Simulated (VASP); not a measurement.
Input:

```
CELL_PARAMETERS angstrom
      3.84334     0.00000     0.00000
     -1.92167     3.32843     0.00000
      0.00000     0.00000     6.47860
ATOMIC_POSITIONS crystal
  Hf 0.00000 0.00000 0.00000
  Te 0.33333 0.66667 0.27288
  Te 0.66667 0.33333 0.72712
```

The numbers are results of LDA (Ceperley-Alder, Perdew-Zunger), VASP's LDA PAW potentials (set 64) (plane waves; VASP), not measurements. Numerical set-up: 400 eV cut-off, Gaussian smearing of 0.050 eV, potentials Hf_pv Te.

**Question.** Give the energies of bands 6 to 14 at the high-symmetry points, in eV from the Fermi level.

**Answer.** 
```json
[
 {"band": "6", "Γ": "-5.79", "M": "-5.43", "K": "-4.78", "A": "-3.81", "L": "-5.52", "H": "-4.27"},
 {"band": "7", "Γ": "-2.12", "M": "-3.63", "K": "-4.04", "A": "-2.94", "L": "-4.59", "H": "-4.27"},
 {"band": "8", "Γ": "-2.12", "M": "-2.94", "K": "-4.04", "A": "-2.01", "L": "-2.86", "H": "-4.20"},
 {"band": "9", "Γ": "0.42", "M": "-2.82", "K": "-2.58", "A": "-2.01", "L": "-2.51", "H": "-3.33"},
 {"band": "10", "Γ": "0.60", "M": "-2.13", "K": "-2.58", "A": "0.25", "L": "-0.99", "H": "-2.02"},
 {"band": "11", "Γ": "0.65", "M": "-1.39", "K": "-2.25", "A": "0.25", "L": "-0.70", "H": "-2.02"},
 {"band": "12", "Γ": "0.65", "M": "-0.06", "K": "1.55", "A": "0.89", "L": "-0.40", "H": "1.63"},
 {"band": "13", "Γ": "0.93", "M": "2.64", "K": "2.60", "A": "0.89", "L": "2.63", "H": "1.63"},
 {"band": "14", "Γ": "0.93", "M": "2.78", "K": "2.60", "A": "1.48", "L": "2.80", "H": "1.69"}
]
```

It has no gap at this level: it comes out as a metal or semimetal.

The structure comes from a computed database's HfTe2 entry (P-3m1); how it stands against other phases isn't given here. It was relaxed first, which changed the volume by -15 %.
